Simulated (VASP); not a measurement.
Write the native input for VASP 6.6.1 that does the following.

```yaml
Task: relaxation of cell and atoms
Functional: r2SCAN
Potentials_or_basis: VASP PAW PBE potentials, release 64 (Ti_sv, N)
Cutoff: 600 eV
k_mesh: 16 × 16 × 16
Occupations: methfessel-paxton, width 0.1 eV
Spin: no spin polarisation
Further_INCAR_settings: ALGO = Normal; EDIFF = 1e-07; IBRION = 2; EDIFFG = -0.005; NSW = 90; ISIF = 3
```

The structure of TiN lies in POSCAR:

```
TiN                                     
1.0
    0.0000000000      2.1200743645      2.1200743645
    2.1200743645     -0.0000000000      2.1200743645
    2.1200743645      2.1200743645     -0.0000000000
  Ti              N             
     1     1
Direct
     0.0000000000000000    0.0000000000000000    0.0000000000000000
     0.5000000000000000    0.5000000000000000    0.5000000000000000
```

The cell was built by a generator and needn't be a form met in nature.

One way to write it, as run:

INCAR

```
PREC     = Accurate       # precision mode
ENCUT    = 600            # plane-wave cutoff, eV
EDIFF    = 1E-7           # SCF threshold, eV
ISMEAR   = 1              # smearing method
SIGMA    = 0.1            # smearing width, eV
LREAL    = F              # projectors in reciprocal space
LASPH    = T              # aspherical terms in the spheres
NELM     = 80             # most SCF steps
ALGO     = Normal         # electronic algorithm
ISIF     = 3              # what is computed and relaxed
LWAVE    = F              # write WAVECAR
LCHARG   = F              # write CHGCAR
METAGGA  = R2SCAN         # meta-GGA
LMIXTAU  = T            
IBRION   = 2              # ionic algorithm
NSW      = 90             # ionic steps
EDIFFG   = -0.005         # ionic threshold
```

KPOINTS

```
regular mesh
0
Gamma
  16 16 16
```

Potentials or basis: VASP PAW PBE potentials, release 64 (Ti_sv, N).

Launch:

```console
$ cat potpaw_PBE.64/Ti_sv/POTCAR potpaw_PBE.64/N/POTCAR > POTCAR
$ mpirun -np 1 vasp_std > vasp.out
```

Results of the run:

```yaml
Pressure_after_relaxing: 0.0 GPa
Band_gap_on_the_k_mesh: none (metal or under the smearing width)
```

Caveat: the relaxation stopped at its first step, so nothing moved; the PAW data sets were made with another functional, which shifts forces and pressure a little.

It took 100 s on 1 thread of Intel(R) Xeon(R) Platinum 8488C (Sapphire Rapids) (shared host), peak memory 0.18 GiB.
